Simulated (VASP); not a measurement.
```
WTe2
1.0
    0.00000     3.28645     3.28645
    3.28645     0.00000     3.28645
    3.28645     3.28645     0.00000
W Te
1 2
Direct
  0.00000   0.00000   0.00000
  0.25000   0.25000   0.25000
  0.75000   0.75000   0.75000
```

The numbers are results of PBEsol GGA with spin-orbit coupling, VASP's PBE PAW potentials (set 64) (plane waves; VASP), not measurements. Numerical set-up: 400 eV cut-off, 7×7×7 Γ-centred mesh, Gaussian smearing of 0.050 eV, potentials W_sv Te.

Question: Give the energies of bands 19 to 32 at the high-symmetry points, in eV from the Fermi level.

Answer: 
| band | Γ | X | U | L | W |
|---|---|---|---|---|---|
| 19 | -0.77 | -2.10 | -2.58 | -3.18 | -3.31 |
| 20 | -0.77 | -2.10 | -2.58 | -3.18 | -3.31 |
| 21 | -0.77 | -1.67 | -1.75 | -2.41 | -1.78 |
| 22 | -0.77 | -1.67 | -1.75 | -2.41 | -1.78 |
| 23 | -0.72 | -1.38 | -0.48 | -2.40 | -0.45 |
| 24 | -0.72 | -1.38 | -0.48 | -2.40 | -0.45 |
| 25 | 0.48 | -0.08 | 0.06 | -0.57 | 0.28 |
| 26 | 0.48 | -0.08 | 0.06 | -0.57 | 0.28 |
| 27 | 0.48 | 1.82 | 1.21 | -0.31 | 1.77 |
| 28 | 0.48 | 1.82 | 1.21 | -0.31 | 1.77 |
| 29 | 2.80 | 2.43 | 1.87 | 1.76 | 2.08 |
| 30 | 2.80 | 2.43 | 1.87 | 1.76 | 2.08 |
| 31 | 3.37 | 3.77 | 3.42 | 3.77 | 2.18 |
| 32 | 3.37 | 3.77 | 3.42 | 3.77 | 2.18 |

It has no gap at this level: it comes out as a metal or semimetal.

The structure was generated: Te2W was put into the fluorite type (Fm-3m), which need not be its known phase. It was relaxed first, which changed the volume by -8 %.
